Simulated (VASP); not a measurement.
**NiTe2 (Melonite) with PBEsol + U: from relaxation to properties**

Aim: relax NiTe2 (Melonite) with PBEsol + U, compute its properties on that cell and hold them against experiment. The steps: magnetic start: ferromagnetic, magnetic start: antiferromagnetic, q = (0, 0, 1/2), magnetic start: antiferromagnetic, q = (1/2, 1/2, 1/2), magnetic start: antiferromagnetic, q = (1/2, 1/2, 0), the orders side by side, relaxing cell and atoms (PBEsol + U), second relaxation, density, ELF and potential (PBEsol + U), band structure (PBEsol + U), total and projected DOS (PBEsol + U), zone-centre phonons (PBEsol + U) and bands along the symmetry lines (PBEsol + U + SOC). The start is a cell from a database of measured crystal structures.

Method: PBEsol, DFT+U (Ni d 5 eV), spin-polarised from a ferromagnetic start (one magnetic atom a cell); plane waves and PAW (Ni, Te), in the first sound run; inputs show where later runs differ, in VASP 6.6.1.

**What experiment says.**

“Topological Type-II Dirac Fermions Approaching the Fermi Level in a Transition Metal Dichalcogenide NiTe2” (2018, arxiv:1808.07610) reports for NiTe2, CdI2-type trigonal (1T), by powder XRD, Rietveld (crystals grown from Te solution, 300 K): lattice constant a (a from Rietveld refinement) 3.855 ± 0.0009 Å; Raman mode (Eg (tentative assignment)) about 76 cm⁻¹ [tentative assignment: paper says the peak is probably the Eg mode].

Most raw output is cut from this account.

The database entry behind the starting cell differs from later determinations by our own check (c about 0.7 % long), so it need not match the best structure at ambient conditions.

**1. The starting structure**

Symmetry: P-3m1, No. 164, trigonal system. Conventional cell: a = 3.861 Å, b = 3.861 Å, c = 5.297 Å, α = 90.00°, β = 90.00°, γ = 120.00°. Nearest to Ni lie 6 Te at 2.59 Å. Te has 3 Ni at 2.59 Å nearest. Farther neighbours and most contacts between anions are not listed.

Structure file:

```xyz
3
Lattice="3.8610 0.0000 0.0000 -1.9305 3.3437 0.0000 0.0000 0.0000 5.2970" Properties=species:S:1:pos:R:3 pbc="T T T"
Ni    0.0000    0.0000    0.0000
Te    0.0000    2.2291    1.3242
Te    1.9305    1.1146    3.9727
```

**2. Magnetic start: ferromagnetic**

The properties of a magnet depend on its order, so a few collinear patterns are compared first on the cell as listed, beginning with all moments parallel. PBEsol restores the gradient expansion of exchange and is tuned for the cells of solids. A Hubbard U penalises fractional filling of the localised shell, which semilocal functionals favour.

INCAR

```
SYSTEM = NiTe2
PREC = Accurate
ENCUT = 400
EDIFF = 1E-06
NELM = 100
ISMEAR = 0
SIGMA = 0.05
LREAL = .FALSE.
ALGO = Normal
GGA = PS
NBANDS = 19
ISPIN = 2
MAGMOM = 1 0 0
LDAU = .TRUE.
LDAUTYPE = 2
LDAUL = 2 -1
LDAUU = 5 0
LDAUJ = 0 0
LDAUPRINT = 1
LASPH = .TRUE.
LMAXMIX = 4
LORBIT = 11
LWAVE = .FALSE.
LCHARG = .FALSE.
KPAR = 8
ISIF = 2
```

POSCAR

```
NiTe2
1.0
    3.8610000000      0.0000000000      0.0000000000
   -1.9305000000      3.3437240840      0.0000000000
    0.0000000000      0.0000000000      5.2970000000
Ni Te
1 2
Direct
    0.0000000000      0.0000000000      0.0000000000
    0.3333333333      0.6666666667      0.2500000000
    0.6666666667      0.3333333333      0.7500000000
```

KPOINTS

```
Automatic mesh
0
Gamma
7 7 4
0 0 0
```

PAW data sets: Ni and Te (PBE family, release 64).

Started as:

```
mpirun -np 8 vasp_std
```

Elapsed: 32 s, on 8 MPI ranks of AMD EPYC 7R43, shared host; peak memory 1.6 GiB.

The k-mesh is coarse for a metal. A U on the itinerant d states of such a compound is hard to justify; it moves the bands at the Fermi level. The PAW data sets were made with PBE, which is usual practice but a small mismatch for other functionals. At this level the cell is under a tension of 5.2 GPa, so at these settings it is away from equilibrium.

Numbers from this step:

```
SCF cycles                             : 17
electrons                              : 22
bands                                  : 19
irreducible k-points                   : 28
symmetry operations                    : 12
free energy (TOTEN)                    : -11.02 eV
energy at zero smearing                : -11.02 eV
Fermi energy                           : 7.766 eV
pressure                               : -5.244 GPa
metallic, judged on the points sampled : yes
```

The spin moment in the PAW sphere vanishes on all atoms.

Force by atom:

```
atom  x (eV/Å)  y (eV/Å)  z (eV/Å)   size
 Ni1     0.000     0.000     0.000  0.000
 Te2     0.000     0.000    -0.404  0.404
 Te3     0.000     0.000     0.404  0.404
```

The moments fall under 0.1 μB, and the mesh shows no gap.

**3. Magnetic start: antiferromagnetic, q = (0, 0, 1/2)**

This step: PBEsol, DFT+U (Ni d 5 eV), spin-polarised from an antiferromagnetic start; plane waves and PAW (Ni, Te) (VASP 6.6.1).

System of this step: NiTe2 (Melonite). It takes space group P-3m1 (No. 164, trigonal). Conventional cell: a = 3.861 Å, b = 3.861 Å, c = 5.297 Å, α = 90.00°, β = 90.00°, γ = 120.00°. Ni has 6 Te at 2.59 Å nearest. Nearest to Te lie 3 Ni at 2.59 Å. Farther neighbours and most contacts between anions are not listed.

Next, a pattern with opposite moments, which needs a doubled cell; q is given in the reciprocal vectors of the primitive cell.

Changes to INCAR since step 2:

```diff
@@ -10,5 +10,5 @@
 GGA = PS
-NBANDS = 19
+NBANDS = 31
 ISPIN = 2
-MAGMOM = 1 0 0
+MAGMOM = 1 -1 0 0 0 0
 LDAU = .TRUE.
```

POSCAR

```
NiTe2
1.0
    3.8610000000      0.0000000000      0.0000000000
   -1.9305000000      3.3437240840      0.0000000000
    0.0000000000      0.0000000000     10.5940000000
Ni Te
2 4
Direct
    0.0000000000      0.0000000000      0.0000000000
    0.0000000000      0.0000000000      0.5000000000
    0.3333333333      0.6666666667      0.1250000000
    0.3333333333      0.6666666667      0.6250000000
    0.6666666667      0.3333333333      0.3750000000
    0.6666666667      0.3333333333      0.8750000000
```

KPOINTS

```
Automatic mesh
0
Gamma
7 7 2
0 0 0
```

Started as:

```
mpirun -np 8 vasp_std
```

Elapsed: 46 s, on 8 MPI ranks; peak memory 2.1 GiB.

At this level the cell is under a tension of 5.3 GPa, so at these settings it is away from equilibrium.

This step gave:

- SCF cycles: 16
- electrons: 44
- bands: 31
- irreducible k-points: 16
- free energy (TOTEN): -22.03 eV
- energy at zero smearing: -22.03 eV
- pressure: -5.265 GPa

Spin moment in the PAW sphere by atom:

```
atom  spin moment in the PAW sphere (μB)
 Ni1                             -0.0010
 Ni2                              0.0010
 Te3                              0.0000
 Te4                              0.0000
 Te5                              0.0000
 Te6                              0.0000
```

Force by atom:

```
atom  x (eV/Å)  y (eV/Å)  z (eV/Å)   size
 Ni1     0.000     0.000     0.000  0.000
 Ni2     0.000     0.000     0.000  0.000
 Te3     0.000     0.000    -0.404  0.404
 Te4     0.000     0.000    -0.404  0.404
 Te5     0.000     0.000     0.404  0.404
 Te6     0.000     0.000     0.404  0.404
```

The energy lies +0.0 meV an atom from the first pattern, and both runs end without moments, so a difference comes from cell, mesh or thresholds alone. The moments fall under 0.1 μB, and the mesh shows no gap.

**4. Magnetic start: antiferromagnetic, q = (1/2, 1/2, 1/2)**

INCAR is that of step 3.

POSCAR

```
NiTe2
1.0
    7.7220000000      0.0000000000      0.0000000000
    1.9305000000      3.3437240840      0.0000000000
    3.8610000000      0.0000000000      5.2970000000
Ni Te
2 4
Direct
    0.0000000000      0.0000000000      0.0000000000
    0.5000000000      0.0000000000      0.0000000000
    0.7083333333      0.6666666667      0.2500000000
    0.2083333333      0.6666666667      0.2500000000
    0.7916666667      0.3333333333      0.7500000000
    0.2916666667      0.3333333333      0.7500000000
```

KPOINTS

```
Automatic mesh
0
Gamma
7 7 7
0 0 0
```

Started as:

```
mpirun -np 8 vasp_std
```

It took 7.1 min on 8 MPI ranks; peak memory 4.6 GiB.

At this level the cell is under a tension of 5.1 GPa, so at these settings it is away from equilibrium.

Numbers from this step:

| Item | Value |
| --- | --- |
| SCF cycles | 32 |
| irreducible k-points | 100 |
| symmetry operations | 4 |
| free energy (TOTEN) | -21.98 eV |
| energy at zero smearing | -21.98 eV |
| Fermi energy | 7.788 eV |
| pressure | -5.145 GPa |

Force by atom:

```
atom  x (eV/Å)  y (eV/Å)  z (eV/Å)   size
 Ni1     0.000     0.000     0.000  0.000
 Ni2     0.000     0.000     0.000  0.000
 Te3    -0.022     0.013    -0.406  0.407
 Te4    -0.022     0.013    -0.406  0.407
 Te5     0.022    -0.013     0.406  0.407
 Te6     0.022    -0.013     0.406  0.407
```

The energy lies +9.0 meV an atom from the first pattern, and both runs end without moments, so a difference comes from cell, mesh or thresholds alone. The moments fall under 0.1 μB, and the mesh shows no gap.

**5. Magnetic start: antiferromagnetic, q = (1/2, 1/2, 0)**

INCAR is that of step 4.

POSCAR

```
NiTe2
1.0
    7.7220000000      0.0000000000      0.0000000000
    1.9305000000      3.3437240840      0.0000000000
    0.0000000000      0.0000000000      5.2970000000
Ni Te
2 4
Direct
    0.0000000000      0.0000000000      0.0000000000
    0.5000000000      0.0000000000      0.0000000000
    0.8333333333      0.6666666667      0.2500000000
    0.3333333333      0.6666666667      0.2500000000
    0.1666666667      0.3333333333      0.7500000000
    0.6666666667      0.3333333333      0.7500000000
```

KPOINTS

```
Automatic mesh
0
Gamma
7 7 4
0 0 0
```

Started as:

```
mpirun -np 8 vasp_std
```

The job ended after 2.6 min (8 MPI ranks; peak memory 3.1 GiB; 17 min of CPU time).

This step gave:

| Property | Result |
| --- | --- |
| SCF cycles | 22 |
| irreducible k-points | 60 |
| free energy (TOTEN) | -22.00 eV |
| energy at zero smearing | -21.99 eV |
| Fermi energy | 7.777 eV |
| pressure | -5.174 GPa |

Force by atom:

```
atom  x (eV/Å)  y (eV/Å)  z (eV/Å)   size
 Ni1     0.000     0.000     0.000  0.000
 Ni2     0.000     0.000     0.000  0.000
 Te3    -0.020     0.011    -0.427  0.428
 Te4    -0.020     0.011    -0.427  0.428
 Te5     0.020    -0.011     0.427  0.428
 Te6     0.020    -0.011     0.427  0.428
```

The energy lies +6.1 meV an atom from the first pattern, and both runs end without moments, so a difference comes from cell, mesh or thresholds alone. The moments fall under 0.1 μB, and the mesh shows no gap.

**6. The orders side by side**

This step: collinear orders at PBEsol, DFT+U (Ni d 5 eV); plane waves and PAW (VASP 6.6.1).

No new run; the numbers come from the runs before.

Patterns, by row:

```
                                 start  atoms  energy less that of the first (meV/atom)  largest site moment (μB)     end state
                         ferromagnetic      3                                         0                         0  non-magnetic
    antiferromagnetic, q = (0, 0, 1/2)      6                                         0                         0  non-magnetic
antiferromagnetic, q = (1/2, 1/2, 1/2)      6                                         9                         0  non-magnetic
  antiferromagnetic, q = (1/2, 1/2, 0)      6                                       6.1                         0  non-magnetic
```

All patterns lost their moments. Runs that ended non-magnetic differ by up to 9.0 meV an atom among themselves, which can come from the unlike meshes of the cells or from a run that isn't fully settled. The session goes on with moments started at or near zero.

**7. Relaxing cell and atoms (PBEsol + U)**

This step: PBEsol, DFT+U (Ni d 5 eV), zero-moment start; plane waves and PAW (Ni, Te) (VASP 6.6.1).

System of this step: NiTe2 (Melonite). The structure is trigonal, space group P-3m1 (No. 164). Conventional cell: a = 3.861 Å, b = 3.861 Å, c = 5.297 Å, α = 90.00°, β = 90.00°, γ = 120.00°. Nearest to Ni lie 6 Te at 2.59 Å. Nearest to Te lie 3 Ni at 2.59 Å. Farther neighbours and most contacts between anions are not listed.

The start need not lie at this functional's minimum. ISIF = 3 frees volume, shape and positions, and EDIFFG sets the threshold on forces and stress at which the search stops.

Changes to INCAR since step 5:

```diff
@@ -10,5 +10,5 @@
 GGA = PS
-NBANDS = 31
+NBANDS = 18
 ISPIN = 2
-MAGMOM = 1 -1 0 0 0 0
+MAGMOM = 0 -0 -0
 LDAU = .TRUE.
@@ -25,2 +25,5 @@
 KPAR = 8
-ISIF = 2
+IBRION = 2
+NSW = 60
+ISIF = 3
+EDIFFG = -0.01
```

POSCAR

```
NiTe2
1.0
    3.8610000000      0.0000000000      0.0000000000
   -1.9305000000      3.3437240840      0.0000000000
    0.0000000000      0.0000000000      5.2970000000
Ni Te
1 2
Direct
    0.0000000000      0.0000000000      0.0000000000
    0.3333333333      0.6666666667      0.2500000000
    0.6666666667      0.3333333333      0.7500000000
```

KPOINTS

```
Automatic mesh
0
Gamma
8 8 5
0 0 0
```

Started as:

```
mpirun -np 8 vasp_std
```

Elapsed: 3 min, on 8 MPI ranks; peak memory 1.8 GiB.

This run allows spin, but its moments start at zero, where symmetry between the spins tends to hold them, which is where the search above led. The run keeps the 12 symmetry operations of its start, so it cannot find a distortion of lower symmetry.

Relaxation path:

```
step  energy less that of the first step (eV)  largest force (eV/Å)  pressure (GPa)  volume (Å³)
   1                                   0.0000                0.3099           -5.24        68.38
   2                                  -0.0246                0.6048            5.10        61.27
   3                                  -0.0736                0.1660           -0.21        64.30
   4                                  -0.0736                0.1766           -0.04        64.22
   5                                  -0.0764                0.1400           -0.03        64.00
   6                                  -0.0799                0.0327           -0.22        63.33
   7                                  -0.0797                0.0545            0.25        63.25
   8                                  -0.0799                0.0380            0.31        63.31
   9                                  -0.0800                0.0547           -0.51        63.86
  10                                  -0.0803                0.0464           -0.19        63.61
  11                                  -0.0807                0.0053            0.06        63.57
```

```
conventional cell, symmetrised  before  after  change
                         a (Å)   3.861  3.793  -1.8 %
                         b (Å)   3.861  3.793  -1.8 %
                         c (Å)   5.297  5.103  -3.7 %
              volume (Å³/atom)   22.79  21.19  -7.0 %
```

The atoms that moved most (Å, as changes of fractional coordinates times the final cell):

```
atom     dx     dy      dz  length
 Te2  0.000  0.000   0.016   0.016
 Te3  0.000  0.000  -0.016   0.016
```

The relaxed structure:

```xyz
3
Lattice="3.7929 0.0000 0.0000 -1.8964 3.2847 0.0000 0.0000 0.0000 5.1025" Properties=species:S:1:pos:R:3 pbc="T T T"
Ni    0.0000    0.0000    0.0000
Te    0.0000    2.1898    1.2917
Te    1.8964    1.0949    3.8109
```

Numbers from this step:

| Property | Result |
| --- | --- |
| electrons | 22 |
| bands | 18 |
| irreducible k-points | 40 |
| symmetry operations | 12 |
| free energy (TOTEN) | -11.06 eV |
| energy at zero smearing | -11.06 eV |
| Fermi energy | 8.801 eV |
| pressure | 0.05887 GPa |
| SCF cycles over all ionic steps | 97 |

It ends with a largest force of 0.005 eV/Å and a pressure of 0.06 GPa.

**8. Second relaxation**

The basis stayed that of the start cell while the cell moved. A rerun from the cell reached resets it; the error of the finite cutoff stays.

INCAR is that of step 7.

POSCAR

```
NiTe2
1.0
    3.7928926514      0.0000000000      0.0000000000
   -1.8964463257      3.2847413899      0.0000000000
    0.0000000000      0.0000000000      5.1025420495
Ni Te
1 2
Direct
    0.0000000000      0.0000000000      0.0000000000
    0.3333333333      0.6666666667      0.2531466248
    0.6666666667      0.3333333333      0.7468533752
```

KPOINTS is that of step 7.

Started as:

```
mpirun -np 8 vasp_std
```

Wall time 60 s (8 MPI ranks); peak memory 1.7 GiB.

Little changed from the start: no atom moved by 0.005 Å and no cell edge by 0.1 %.

Numbers from this step:

```yaml
free_energy_toten: -11.05 eV
energy_at_zero_smearing: -11.05 eV
fermi_energy: 8.817 eV
pressure: 0.03168 GPa
scf_cycles_over_all_ionic_steps: 31
```

It ends with a largest force of 0.010 eV/Å and a pressure of 0.03 GPa. The volume moved by only 0.10 %, so the volume is settled.

[end of part 1 of 2]

[Lines on the potential files, build, host, timing and source positions are cut from VASP's logs without a mark.]

[Logs are printed without paths, hosts, clocks, repeated set-up lines and the standing remarks that a program may print on its own settings, such as how far it seeks lower states.]

[Hosts, paths, dates, database ids (printed as entryN), source tags and the programs' standing remarks are cut or masked in the printed files.]

[A measured line is paired with the nearest computed mode of its activity, which favours agreement.]

[In band tables of VASP the shares of atoms and orbitals are scaled to a sum of 1 inside the atoms' spheres.]
